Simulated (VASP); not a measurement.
Here is the system:

```
AgCl
1.0
    0.00000     2.79853     2.79853
    2.79853     0.00000     2.79853
    2.79853     2.79853     0.00000
Ag Cl
1 1
Cartesian
  0.00000   0.00000   0.00000
  2.79853   2.79853   2.79853
```

Level of theory: PBE GGA, VASP's PBE PAW potentials (set 64) (plane waves; VASP). Settings: 400 eV cut-off, 19×19×19 Γ-centred mesh, Gaussian smearing of 0.010 eV, potentials Ag Cl.

Problem. Give the direction-averaged independent-particle dielectric function (no local fields, no excitons; a broadening of 0.1 eV leaves a tail below the gap, and fine structure carries the noise of the k-mesh).

Solution. 
```csv
ħω (eV),ε₁,ε₂
0.00,5.15,0.00
0.20,5.15,0.01
0.50,5.18,0.01
0.80,5.23,0.02
1.10,5.32,0.03
1.40,5.43,0.05
1.70,5.59,0.06
2.00,5.82,0.09
2.20,6.03,0.12
2.50,6.48,0.20
2.80,7.35,0.61
3.10,7.40,1.96
3.40,7.06,2.41
3.70,6.84,2.76
4.00,7.12,3.25
4.30,7.86,4.60
4.50,7.11,6.56
4.80,4.07,6.92
5.10,2.44,6.29
5.40,1.73,3.71
5.70,3.07,3.43
6.00,2.94,4.00
6.30,2.39,4.13
6.60,2.47,3.51
6.80,2.35,3.28
7.10,2.42,3.04
7.40,3.14,3.10
7.70,3.44,3.54
8.00,3.25,4.66
8.30,2.29,5.27
8.60,1.43,4.96
8.90,0.81,4.22
```
ε₂ peaks at 4.7 eV (height 7.1), 8.3 eV (height 5.3); ε₁(0) averages 5.15, so the electronic refractive index below the gap tends to √5.15 = 2.27.

The compound is AgCl in the rock salt structure. It was relaxed first.
